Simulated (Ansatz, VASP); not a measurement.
## PtC in two plane-wave programs

Aim: how closely do two programs agree when they are given the same cell, functional and k mesh? The cell is generated by rule, not measured, and may not be a known phase. The cell is taken from a series of runs on this material, whose earlier steps may have relaxed, scaled, displaced or heated it; both programs get it as it stands.

Program: Ansatz 0.2.0. Level of theory: plane waves, with VASP 6.6.1 beside it; single point at PBE. Results are calculated unless marked as measured.

The structure was built from a prototype and need not be the compound's stable phase.

## 1. The structure

Symmetry: F-43m, No. 216, cubic system. Conventional cell: a = 4.613 Å, b = 4.613 Å, c = 4.613 Å, α = 90.00°, β = 90.00°, γ = 90.00°. Nearest to Pt lie 4 C at 2.00 Å. Nearest to C lie 4 Pt at 2.00 Å. Farther neighbours are not listed.

Structure file:

```cif
data_structure
_symmetry_space_group_name_H-M 'F-43m'
_symmetry_Int_Tables_number 216
_cell_length_a 4.6130
_cell_length_b 4.6130
_cell_length_c 4.6130
_cell_angle_alpha 90.000
_cell_angle_beta 90.000
_cell_angle_gamma 90.000
_cell_volume 98.16
loop_
_atom_site_label
_atom_site_type_symbol
_atom_site_symmetry_multiplicity
_atom_site_Wyckoff_symbol
_atom_site_fract_x
_atom_site_fract_y
_atom_site_fract_z
_atom_site_occupancy
Pt1 Pt 4 a 0.00000 0.00000 0.00000 1
C1 C 4 d 0.25000 0.25000 0.75000 1
```

## 2. VASP: single point, PBE

With cell and atoms fixed, the geometry can't cause a difference; cores, projectors, grids and the points listed under the comparison can.

Lines of VASP's logs that name or quote its potential files are left out, and so is its time.

INCAR

```
SYSTEM = PtC
PREC = Accurate
ENCUT = 600
EDIFF = 1E-06
NELM = 120
ISMEAR = 0
SIGMA = 0.1
LREAL = .FALSE.
ALGO = Normal
GGA = PE
NBANDS = 13
LASPH = .TRUE.
LORBIT = 11
LWAVE = .FALSE.
LCHARG = .FALSE.
ISIF = 2
GGA_COMPAT = .FALSE.
```

POSCAR

```
PtC
1.0
    0.0000000000      2.3065100000      2.3065100000
    2.3065100000      0.0000000000      2.3065100000
    2.3065100000      2.3065100000      0.0000000000
Pt C
1 1
Direct
    0.0000000000      0.0000000000      0.0000000000
    0.2500000000      0.2500000000      0.2500000000
```

KPOINTS

```
Automatic mesh
0
Gamma
6 6 6
0 0 0
```

PAW data sets: Pt and C (PBE family, release 64).

The run is started by

```
$ mpirun -np 1 vasp_std
```

Numbers of over 12 decimals in the logs are rounded to 6 here.

The log of the run:

```text
[banner, memory and clock lines left out]
running    1 mpi-ranks, on    1 nodes
 distrk:  each k-point on    1 cores,    1 groups
 distr:  one band on    1 cores,    1 groups

 POSCAR found type information on POSCAR PtC
 POSCAR found :  2 types and       2 ions
 LDA part: xc-table for (Slater+PW92), standard interpolation
 POSCAR, INCAR and KPOINTS ok, starting setup
 FFT: planning ... GRIDC
 FFT: planning ... GRID_SOFT
 FFT: planning ... GRID
 WAVECAR not read
 entering main loop
       N       E                     dE             d eps       ncg     rms          rms(c)
DAV:   1     0.635886917427E+02    0.63589E+02   -0.74836E+03   424   0.110E+03
DAV:   2    -0.137032577025E+02   -0.77292E+02   -0.72361E+02   516   0.225E+02
DAV:   3    -0.157288649777E+02   -0.20256E+01   -0.20099E+01   481   0.365E+01
DAV:   4    -0.157393910288E+02   -0.10526E-01   -0.10525E-01   456   0.307E+00
DAV:   5    -0.157394938053E+02   -0.10278E-03   -0.10278E-03   476   0.303E-01    0.248E+01
DAV:   6    -0.136820894972E+02    0.20574E+01   -0.11990E+01   426   0.295E+01    0.965E+00
DAV:   7    -0.134758581067E+02    0.20623E+00   -0.12666E+00   421   0.104E+01    0.661E+00
DAV:   8    -0.134524760324E+02    0.23382E-01   -0.52400E-02   426   0.179E+00    0.977E-01
DAV:   9    -0.134492086123E+02    0.32674E-02   -0.88785E-03   436   0.821E-01    0.130E-01
DAV:  10    -0.134493056310E+02   -0.97019E-04   -0.99184E-04   446   0.231E-01    0.449E-02
DAV:  11    -0.134493015838E+02    0.40472E-05   -0.17969E-05   441   0.367E-02    0.117E-02
DAV:  12    -0.134493011058E+02    0.47798E-06   -0.32079E-06   461   0.138E-02
   1 F= -.13449301E+02 E0= -.13447627E+02  d E =-.334891E-02
```

From OUTCAR (step 2):

```text
ion  position               nearest neighbor table
   1  0.000  0.000  0.000-   2 2.00   2 2.00   2 2.00   2 2.00
   2  0.250  0.250  0.250-   1 2.00   1 2.00   1 2.00   1 2.00

  LATTYP: Found a face centered cubic cell.
 ALAT       =     4.6130200000

 Subroutine GETGRP returns: Found 24 space group operations
 (whereof 24 operations were pure point group operations)

The static configuration has the point symmetry T_d .

 Found     16 irreducible k-points:

   k-points           NKPTS =     16   k-points in BZ     NKDIM =     16   number of bands    NBANDS=     13

   dimension x,y,z NGX =    28 NGY =   28 NGZ =   28
   dimension x,y,z NGXF=    56 NGYF=   56 NGZF=   56

   ENCUT  =  600.0 eV  44.10 Ry    6.64 a.u.   6.51  6.51  6.51*2*pi/ulx,y,z

   NELECT =      14.0000    total number of electrons

 k-points in reciprocal lattice and weights: Automatic mesh
   0.00000000  0.00000000  0.00000000       0.005
   0.16666667  0.00000000  0.00000000       0.037
   0.33333333  0.00000000  0.00000000       0.037
   0.50000000  0.00000000  0.00000000       0.019
   0.16666667  0.16666667  0.00000000       0.028
   0.33333333  0.16666667  0.00000000       0.111
   0.50000000  0.16666667  0.00000000       0.111
  -0.33333333  0.16666667  0.00000000       0.111
  -0.16666667  0.16666667  0.00000000       0.056
[...]
-0.33333333  0.33333333  0.16666667       0.111
  -0.33333333  0.50000000  0.16666667       0.056

 average (electrostatic) potential at core
       1 -66.2131       2 -46.9387

 E-fermi :   9.9658

 k-point     1 :       0.0000    0.0000    0.0000
  band No.  band energies     occupation
    ...
      2       1.7742      2.00000
      3       1.7742      2.00000
      4       1.7742      2.00000
      5       5.4575      2.00000
      6       5.4575      2.00000
      7      12.5457      0.00000
      8      14.5448      0.00000
      9      14.5448      0.00000
     10      14.5448      0.00000
     11      22.2984      0.00000
    ...

 k-point     2 :       0.1667    0.0000    0.0000
  band No.  band energies     occupation
    ...
      2       1.6140      2.00000
      3       1.9937      2.00000
      4       1.9937      2.00000
      5       5.3839      2.00000
      6       5.3839      2.00000
      7      12.6969      0.00000
      8      13.9919      0.00000
      9      14.1831      0.00000
     10      14.1831      0.00000
     11      19.7885      0.00000
    ...

 k-point     3 :       0.3333    0.0000    0.0000
  band No.  band energies     occupation
    ...
      3       2.3203      2.00000
      4       2.3203      2.00000
      5       5.5963      2.00000
      6       5.5963      2.00000
      7       9.3693      2.00000
      8      12.9656      0.00000
      9      12.9656      0.00000
     10      15.4863      0.00000
     11      18.5480      0.00000
     12      23.5674      0.00000
    ...

  Total        2.8304316      2.8304316      2.8304316      0.0000000      0.0000000      0.0000000
  in kB      184.7852172    184.7852172    184.7852172      0.0000000      0.0000000      0.0000000
  external PRESSURE =     184.7852172 kB  Pullay stress =       0.0000000 kB

  energy-cutoff  :      600.00
  volume of cell :       24.54
      direct lattice vectors                 reciprocal lattice vectors
     0.000000000  2.306510000  2.306510000    -0.216777729  0.216777729  0.216777729
     2.306510000  0.000000000  2.306510000     0.216777729 -0.216777729  0.216777729
     2.306510000  2.306510000  0.000000000     0.216777729  0.216777729 -0.216777729

 POSITION                                       TOTAL-FORCE (eV/Angst)
 -----------------------------------------------------------------------------------
      0.00000      0.00000      0.00000        -0.000000     -0.000000     -0.000000
      1.15325      1.15325      1.15325         0.000000      0.000000      0.000000
 -----------------------------------------------------------------------------------
    total drift:                                0.000000      0.000000      0.000000

  FREE ENERGIE OF THE ION-ELECTRON SYSTEM (eV)
  ---------------------------------------------------
  free  energy   TOTEN  =       -13.4493011058 eV

  energy  without entropy=      -13.4459521938  energy(sigma->0) =      -13.44762665

 total charge
# of ion       s       p       d       tot
------------------------------------------
    1        0.830   0.819   8.113   9.763
    2        0.890   1.452   0.000   2.342
--------------------------------------------------
tot          1.721   2.271   8.113  12.105

[... 3 further parts left out ...]
```

The k-mesh is coarse for a metal.

The run ends at a pressure of 18.48 GPa.

## 3. Ansatz: single point, PBE

Ansatz runs on its default PAW (the set named soft_2) files.

The same cell, functional, mesh and smearing now go to Ansatz, which takes its cutoff from its data sets.

input.yaml

```yaml
crystal:
  lattice:
    - [0.0, 2.30651, 2.30651]
    - [2.30651, 0.0, 2.30651]
    - [2.30651, 2.30651, 0.0]
  atoms:
    - { symbol: Pt, position: [0.0, 0.0, 0.0] }
    - { symbol: C, position: [0.25, 0.25, 0.25] }
kpoints:
  mp_grid: { grid: [6, 6, 6] }
hamiltonian:
  xc: pbe
scf:
  occupations: { method: gaussian, width: 0.1 }
output:
  forces: true
  stress: true
  eigenvalues: true
```

The run is started by

```
$ ansatz run input.yaml --threads 4 --pin off --max-ram 7168MiB --backend cpu --events-out ev --progress --plain --runs-dir out
```

The log of the run:

```text
Engine: ansatz 0.2.0, aarch64-unknown-linux-gnu
Pseudopotentials: kind: paw
Pseudopotential: Pt, paw, valence charge 18, recommended cutoff 420 eV (normal), Pt.paw.azcp
Pseudopotential: C, paw, valence charge 4, recommended cutoff 420 eV (normal), C.paw.azcp
Functional definition: PBE
  parameter kappa = 0.804
  parameter beta = 0.066725
  exchange = pbe_x(kappa = kappa, mu = beta*pi^2/3)
  correlation = pbe_c(beta = beta)
Crystal: 2 atoms, lattice volume = 24.541 Å³
Basis set: ecut = 420 eV, 531 PW (Γ), exchange–correlation on 48×48×48 points (8 copies of the dense FFT grid, shifted against one another)
Bands: 15, of which v1, the nominal top of the filled ones, is band 11 counted from 1 (10 counted from 0)
Symmetry: 24 space group operations
Space group: F-43m (ITA 216), of the structure as read, at distance tolerance 2.9e-5 Å
k-points: 16 of 216 (time reversal used)
Non-local potential: Pt, projectors of the file, l = 0: 3, l = 1: 2, l = 2: 2, l = 3: 1
Non-local potential: C, projectors of the file, l = 0: 2, l = 1: 2, l = 2: 1
PAW form: soft (Blöchl's): semilocal exchange-correlation on the pseudo side does not see the compensation charge
PAW one-centre angular grid: Pt, 590 points (default); XC on 64 Gauss nodes
PAW one-centre angular grid: C, 110 points (default); XC on 64 Gauss nodes
Initial density: superposition of atomic densities (neutral atoms: chi_scale 0, normalization atom), corrected by the library's trained network
Initial wavefunctions: pseudopotential atomic-orbital guess
Functional: x = pbe(κ = 0.804, μ = 0.219515), c = pbe(β = 0.066725)
SCF iter   1: F=—  HF=-12772.094325 eV  |F-HF|=—  |Δ(HF+E_count)|=         —  Δρ=7.40e-3  dr2=1.48e-2  ethr=1.77e-3  ⟨swp⟩=5.0  Hψ=1158  notcnv=0
preconditioner: auto → none  [insulator: Δε(μ)=0.318 eV  Ē_g=11.654 eV  σ=0.100 eV  W_gap=0.88  n_scr=8 (ndim 8)  ℏωp=28.0 eV  f_vac=0.003  D(μ)=0.66/eV (n_scr^D=0)  ε∞_Penn≈6.8]
SCF iter   2: F=—  HF=-12772.092308 eV  |F-HF|=—  |Δ(HF+E_count)|=   2.02e-3  Δρ=2.50e-3  dr2=1.12e-3  ethr=6.72e-5  ⟨swp⟩=2.1  Hψ=467  notcnv=0
SCF iter   3: F=—  HF=-12772.092261 eV  |F-HF|=—  |Δ(HF+E_count)|=   4.72e-5  Δρ=7.42e-4  dr2=6.54e-5  ethr=5.11e-6  ⟨swp⟩=2.0  Hψ=324  notcnv=0
SCF iter   4: F=—  HF=-12772.092288 eV  |F-HF|=—  |Δ(HF+E_count)|=   2.66e-5  Δρ=6.94e-5  dr2=5.04e-7  ethr=2.97e-7  ⟨swp⟩=2.1  Hψ=335  notcnv=0
iter 5 did not close the SCF: its close was put off for the readings that it lacked (scf_convergence_deferred on its scf_iter line)
SCF iter   5: F=-12772.092288 eV  HF=-12772.092288 eV  |F-HF|=1.99e-8  |Δ(HF+E_count)|=   9.26e-7  Δρ=1.17e-5  dr2=1.03e-8  ethr=2.29e-9  ⟨swp⟩=2.1  Hψ=406  notcnv=0
SCF iter   6: F=-12772.092289 eV  HF=-12772.092289 eV  |F-HF|=1.98e-10  |Δ(HF+E_count)|=   2.36e-8  Δρ=1.94e-6  dr2=3.20e-10  ethr=4.70e-11  ⟨swp⟩=2.9  Hψ=835  notcnv=0
SCF 1 converged in 6 iterations: F = -12772.092289 eV  dr2 = 3.20e-10
  greatest PAW one-centre occupation: 1.000 electrons in one spin orbital (limit 2), on the Pt atom at site 0 (counted from 0), in its partial waves of l = 0
SCF converged after 6 iterations
Free energy (F): -12772.092289 eV
Harris-Foulkes:  -12772.092289 eV  (|F-HF|=1.98e-10)
Internal energy: -12772.088942 eV  (E = F + TS)
E sigma→0 (E₀):  -12772.090615 eV
Entropy (-TS):   -0.003346 eV (-1.673 meV/atom)
Fermi energy:    18.224329 eV
--- Per-component energies (eV) ---
  E_band       = -221.218034
  E_kinetic    = 725.767264
  E_local      = -1980.187199  (includes V_loc(G=0)·N_el)
  E_nonlocal   = 225.725959
  E_hartree    = 732.753942
  E_xc         = -310.209155
  E_vxc        = -362.893632  (∫ρ·V_xc dr)
  E_paw        = -9552.707669  (= ΣΔE_a)
  E_vpaw       = -295.137997  (= ΣTr[D̂ρ^β])
  E_aug_tail   = 0.000197  (compensation charges beyond the density's cutoff)
  E_ewald      = -2613.232281
  E_smearing   = -0.003346  (= −TS)
  E_closure    = 0.000000  (closes the sum)
  Σ components = -12772.092289   (vs F -12772.092289, Δ=0.00e0)
--- Forces (eV/Å), atoms counted from 1 ---
  atom   1  Pt    -0.00000000     0.00000000    -0.00000000
  atom   2  C     -0.00000000     0.00000000     0.00000000
  max |Σ_I F_I| component: 2.78e-16 eV/Å
--- Stress (GPa, compression-positive) ---
       18.171704       0.000000       0.000000
        0.000000      18.171704      -0.000000
        0.000000      -0.000000      18.171704
  P = ⅓ Tr σ = 18.1717 GPa (181.717 kbar)
--- Band table (eV; the first three rows and the last of 16) ---
  k-point 0: bands = [... 7 lower, 10.0116, 13.7005, 13.7005, 20.7890, 22.8074, 22.8074, 22.8074, 30.5607]
  k-point 1: bands = [... 7 lower, 10.2316, 13.6272, 13.6272, 20.9540, 22.2398, 22.4464, 22.4464, 28.0433]
  k-point 2: bands = [... 7 lower, 10.5581, 13.8404, 13.8404, 17.6275, 21.2283, 21.2283, 23.7321, 26.7887]
  k-point 15: bands = [... 7 lower, 12.0517, 13.9544, 14.4285, 15.2508, 17.1423, 18.8419, 27.3501, 28.6205]
```

The run ends at a pressure of 18.17 GPa.

## 4. Differences

Known differences besides the potentials themselves: the data sets hold 22 valence electrons in Ansatz (on its default PAW (the set named soft_2) files) and 14 in VASP; the cutoff is 420 eV in Ansatz and 600 eV in VASP. Total energies have different zeros and are not compared.

Both answers:

```tsv
quantity	Ansatz	VASP	difference
pressure (GPa)	18.17	18.48	-0.31
```

## 5. Outcome

```json
{
  "difference in pressure (single point, PBE)": "-0.31 GPa"
}
```

What this shows: The difference in pressure is -0.31 GPa (single point, PBE), within the 1 GPa picked in this series as the mark of a large difference. The data sets hold unlike numbers of valence electrons (22 in Ansatz and 14 in VASP), so part of the differences comes from the potentials. How closely two codes agree says nothing of how well the functional describes the real material.

[Lines on the potential files, build, host, timing and source positions are cut from VASP's logs without a mark.]

[Logs are printed without paths, hosts, clocks, repeated set-up lines and the standing remarks that a program may print on its own settings, such as how far it seeks lower states.]

[Hosts, paths, dates, database ids (printed as entryN), source tags and the programs' standing remarks are cut or masked in the printed files.]
